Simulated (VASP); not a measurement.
OSZICAR of a VASP run on Ho (space group P6_3/mmc):

File OSZICAR:
```
       N       E                     dE             d eps       ncg     rms          rms(c)
DAV:   1     0.480498450998E+03    0.48050E+03   -0.14920E+04   480   0.849E+02
DAV:   2     0.589596781080E+02   -0.42154E+03   -0.39533E+03   488   0.226E+02
DAV:   3    -0.101824088296E+02   -0.69142E+02   -0.65477E+02   610   0.766E+01
DAV:   4    -0.124055091272E+02   -0.22231E+01   -0.21950E+01   592   0.143E+01
DAV:   5    -0.124521451167E+02   -0.46636E-01   -0.46563E-01   600   0.213E+00    0.427E+02
DAV:   6    -0.472072076854E+02   -0.34755E+02   -0.61748E+01   550   0.538E+01    0.370E+02
DAV:   7    -0.194289997549E+03   -0.14708E+03   -0.89058E+02   676   0.114E+02    0.338E+02
DAV:   8    -0.617567316658E+03   -0.42328E+03   -0.84505E+03   866   0.199E+02    0.520E+02
DAV:   9    -0.151314605694E+03    0.46625E+03   -0.15821E+03   760   0.909E+01    0.201E+02
DAV:  10    -0.366470019764E+03   -0.21516E+03   -0.21283E+03   696   0.741E+01    0.326E+02
DAV:  11    -0.468751736128E+02    0.31959E+03   -0.45386E+02   704   0.290E+01    0.140E+02
DAV:  12    -0.535150934582E+02   -0.66399E+01   -0.57627E+01   600   0.171E+01    0.162E+02
DAV:  13    -0.590651301246E+02   -0.55500E+01   -0.27424E+01   592   0.966E+00    0.191E+02
DAV:  14    -0.422093100159E+02    0.16856E+02   -0.22495E+01   592   0.110E+01    0.148E+02
DAV:  15    -0.415264005956E+02    0.68291E+00   -0.11647E+00   536   0.333E+00    0.151E+02
DAV:  16    -0.405363765701E+02    0.99002E+00   -0.50638E-01   534   0.230E+00    0.162E+02
DAV:  17    -0.368724593227E+02    0.36639E+01   -0.17030E-01   520   0.150E+00    0.163E+02
DAV:  18    -0.287589211525E+02    0.81135E+01   -0.80162E-01   550   0.372E+00    0.165E+02
DAV:  19    -0.251220942211E+02    0.36368E+01   -0.28656E-01   598   0.200E+00    0.168E+02
DAV:  20    -0.254717039114E+02   -0.34961E+00   -0.17479E-01   502   0.146E+00    0.168E+02
DAV:  21    -0.256713341583E+02   -0.19963E+00   -0.10576E-01   468   0.111E+00    0.167E+02
DAV:  22    -0.241750024474E+02    0.14963E+01   -0.23674E-01   534   0.136E+00    0.163E+02
DAV:  23    -0.260448572564E+02   -0.18699E+01   -0.13900E-01   482   0.148E+00    0.166E+02
DAV:  24    -0.258635937530E+02    0.18126E+00   -0.18333E-02   472   0.522E-01    0.165E+02
DAV:  25    -0.271730188853E+02   -0.13094E+01   -0.33356E-02   488   0.704E-01    0.164E+02
DAV:  26    -0.234902563525E+02    0.36828E+01   -0.14122E+00   518   0.372E+00    0.160E+02
DAV:  27    -0.250003458643E+02   -0.15101E+01   -0.69765E-01   480   0.295E+00    0.159E+02
DAV:  28    -0.229534241993E+02    0.20469E+01   -0.19131E-01   514   0.166E+00    0.160E+02
DAV:  29    -0.228717449858E+02    0.81679E-01   -0.17011E-01   532   0.138E+00    0.163E+02
DAV:  30    -0.210118098375E+02    0.18599E+01   -0.12452E-01   496   0.137E+00    0.163E+02
DAV:  31    -0.178704065398E+02    0.31414E+01   -0.25573E-01   558   0.225E+00    0.157E+02
DAV:  32    -0.182901120220E+02   -0.41971E+00   -0.32089E-01   514   0.174E+00    0.152E+02
DAV:  33    -0.198326880652E+02   -0.15426E+01   -0.47781E-01   560   0.186E+00    0.154E+02
DAV:  34    -0.153987217208E+02    0.44340E+01   -0.11032E+00   616   0.413E+00    0.141E+02
DAV:  35    -0.157277656252E+02   -0.32904E+00   -0.15114E-01   518   0.180E+00    0.140E+02
DAV:  36    -0.148986595184E+02    0.82911E+00   -0.15235E+00   562   0.310E+00    0.141E+02
DAV:  37    -0.135514740446E+02    0.13472E+01   -0.32877E-01   518   0.242E+00    0.140E+02
DAV:  38    -0.134041440150E+02    0.14733E+00   -0.87170E-02   532   0.124E+00    0.139E+02
DAV:  39    -0.129402736567E+02    0.46387E+00   -0.40651E-02   508   0.107E+00    0.138E+02
DAV:  40    -0.145638422438E+02   -0.16236E+01   -0.90983E-01   528   0.365E+00    0.137E+02
DAV:  41    -0.147407944528E+02   -0.17695E+00   -0.28701E+00   550   0.425E+00    0.128E+02
DAV:  42    -0.117544597192E+02    0.29863E+01   -0.13900E+00   504   0.638E+00    0.126E+02
DAV:  43    -0.114961374326E+02    0.25832E+00   -0.13736E-01   496   0.142E+00    0.126E+02
DAV:  44    -0.112372979371E+02    0.25884E+00   -0.19414E-01   470   0.170E+00    0.127E+02
DAV:  45    -0.126450792127E+02   -0.14078E+01   -0.35602E-01   508   0.205E+00    0.129E+02
DAV:  46    -0.100598387383E+02    0.25852E+01   -0.10674E+00   476   0.657E+00    0.125E+02
DAV:  47    -0.101800029579E+02   -0.12016E+00   -0.28411E+00   542   0.645E+00    0.128E+02
DAV:  48    -0.891458240186E+01    0.12654E+01   -0.41569E-01   480   0.470E+00    0.127E+02
DAV:  49    -0.757351979136E+01    0.13411E+01   -0.13886E+00   530   0.425E+00    0.125E+02
DAV:  50    -0.571145273393E+01    0.18621E+01   -0.34441E+00   490   0.122E+01    0.114E+02
DAV:  51    -0.196531622982E+03   -0.19082E+03   -0.17719E+03   698   0.279E+02    0.535E+02
DAV:  52    -0.855003988403E+02    0.11103E+03   -0.13117E+02   592   0.453E+01    0.381E+02
DAV:  53    -0.768607143093E+01    0.77814E+02   -0.10428E+02   666   0.265E+01    0.240E+02
DAV:  54    -0.112356161084E+02   -0.35495E+01   -0.65515E+00   632   0.782E+00    0.244E+02
DAV:  55    -0.917165433876E+01    0.20640E+01   -0.49050E-01   630   0.262E+00    0.234E+02
DAV:  56    -0.793246840585E+00    0.83784E+01   -0.53209E+01   568   0.345E+01    0.120E+02
DAV:  57    -0.900244734928E+01   -0.82092E+01   -0.12445E+01   518   0.143E+01    0.978E+01
DAV:  58    -0.841093865550E+01    0.59151E+00   -0.32087E+00   516   0.128E+01    0.138E+02
DAV:  59    -0.593817577896E+01    0.24728E+01   -0.10646E+00   494   0.387E+00    0.132E+02
DAV:  60    -0.546912288265E+01    0.46905E+00   -0.17221E-01   536   0.396E+00    0.126E+02
DAV:  61    -0.641605439312E+01   -0.94693E+00   -0.56473E+00   506   0.973E+00    0.923E+01
DAV:  62    -0.885116670635E+01   -0.24351E+01   -0.10445E+00   498   0.458E+00    0.943E+01
DAV:  63    -0.906960087847E+01   -0.21843E+00   -0.23074E-01   538   0.209E+00    0.940E+01
DAV:  64    -0.987489848602E+01   -0.80530E+00   -0.13327E+00   588   0.652E+00    0.129E+02
DAV:  65    -0.400726225468E+01    0.58676E+01   -0.29892E+00   484   0.122E+01    0.151E+02
DAV:  66    -0.769226949170E+01   -0.36850E+01   -0.22806E+01   578   0.172E+01    0.203E+02
DAV:  67    -0.417199166624E+01    0.35203E+01   -0.71319E+00   512   0.128E+01    0.132E+02
DAV:  68    -0.472092042637E+01   -0.54893E+00   -0.92985E-01   468   0.419E+00    0.129E+02
DAV:  69    -0.538187434003E+01   -0.66095E+00   -0.24241E-01   498   0.170E+00    0.130E+02
DAV:  70    -0.452752051389E+01    0.85435E+00   -0.38986E+00   542   0.597E+00    0.989E+01
DAV:  71    -0.747466587591E+01   -0.29471E+01   -0.37603E+00   488   0.120E+01    0.131E+02
DAV:  72    -0.299190240104E+01    0.44828E+01   -0.73046E+00   484   0.105E+01    0.102E+02
DAV:  73    -0.354908131043E+01   -0.55718E+00   -0.48699E-01   560   0.248E+00    0.102E+02
DAV:  74    -0.467271567032E+01   -0.11236E+01   -0.39733E-01   550   0.258E+00    0.120E+02
DAV:  75    -0.399672526014E+01    0.67599E+00   -0.48003E-01   464   0.292E+00    0.134E+02
DAV:  76    -0.311997061295E+01    0.87675E+00   -0.10720E+01   496   0.108E+01    0.803E+01
DAV:  77    -0.870098288086E+01   -0.55810E+01   -0.56797E+00   464   0.938E+00    0.800E+01
DAV:  78    -0.814271749574E+01    0.55827E+00   -0.68655E-01   542   0.347E+00    0.713E+01
DAV:  79    -0.762720410887E+01    0.51551E+00   -0.67948E-01   606   0.389E+00    0.757E+01
DAV:  80    -0.759583201271E+01    0.31372E-01   -0.19266E+00   472   0.513E+00    0.834E+01
DAV:  81    -0.760159193030E+01   -0.57599E-02   -0.75313E+00   530   0.134E+01    0.113E+02
DAV:  82    -0.994349699007E+01   -0.23419E+01   -0.55510E+00   488   0.112E+01    0.158E+02
DAV:  83    -0.699001419872E+01    0.29535E+01   -0.11779E+00   506   0.484E+00    0.151E+02
DAV:  84    -0.245548688781E+01    0.45345E+01   -0.55138E+00   580   0.902E+00    0.563E+01
DAV:  85    -0.893740634723E+01   -0.64819E+01   -0.31750E+00   484   0.868E+00    0.814E+01
DAV:  86    -0.668375694700E+01    0.22536E+01   -0.51280E+00   472   0.897E+00    0.586E+01
DAV:  87    -0.851927746467E+01   -0.18355E+01   -0.80875E-01   480   0.498E+00    0.635E+01
DAV:  88    -0.785299112208E+01    0.66629E+00   -0.27194E-01   480   0.181E+00    0.632E+01
DAV:  89    -0.774844583263E+01    0.10455E+00   -0.16632E+00   562   0.516E+00    0.619E+01
DAV:  90    -0.101263309443E+02   -0.23779E+01   -0.31798E+00   516   0.671E+00    0.675E+01
DAV:  91    -0.117446861788E+02   -0.16184E+01   -0.63948E+00   554   0.101E+01    0.121E+02
DAV:  92    -0.106978810237E+02    0.10468E+01   -0.37531E+00   464   0.735E+00    0.116E+02
DAV:  93    -0.666284548034E+01    0.40350E+01   -0.80872E+00   496   0.868E+00    0.126E+02
DAV:  94    -0.349858446367E+00    0.63130E+01   -0.25990E+00   566   0.592E+00    0.122E+02
DAV:  95    -0.593511012907E+00   -0.24365E+00   -0.18787E-01   536   0.158E+00    0.123E+02
DAV:  96    -0.332726995507E+01   -0.27338E+01   -0.16157E+00   536   0.621E+00    0.117E+02
DAV:  97     0.186263166956E+01    0.51899E+01   -0.20789E+00   466   0.505E+00    0.123E+02
DAV:  98     0.628455682276E+00   -0.12342E+01   -0.38804E+00   464   0.572E+00    0.123E+02
DAV:  99     0.236743117406E+01    0.17390E+01   -0.68314E-01   510   0.304E+00    0.112E+02
DAV: 100     0.905217513016E+00   -0.14622E+01   -0.16860E-01   470   0.149E+00
   1 F= 0.90521751E+00 E0= 0.11452172E+01  d E =-.479999E+00  mag=     3.9737
```

Which electronic solver shows in the log?

It is blocked Davidson (ALGO = Normal, or the opening steps of other solvers). The INCAR had ALGO = Normal.

How was spin treated?

Collinear spin (ISPIN = 2): the summary line carries one mag value, 3.97 μB in the cell.

Can the final energy be trusted as converged?

The run did not converge; its last values are not results. It stopped with EDIFF = 1E-03, NELM = 100 (PBE GGA, plane waves, VASP's PBE PAW potentials (set 64)).

The structure was generated: Ho was put into an ordered model structure, which need not be its known phase. The cell was not relaxed at this level. The k-mesh is coarse (spacing up to 1.00 per Å, 2π included), so the numbers may not be converged in it. The run is one of a series of settings (EDIFF = 1E-03, ENCUT = 150, KPOINTS 2×2×2 Γ-centred mesh shifted by (0.5, 0.5, 0.5) against the base run), some of them coarse on purpose.
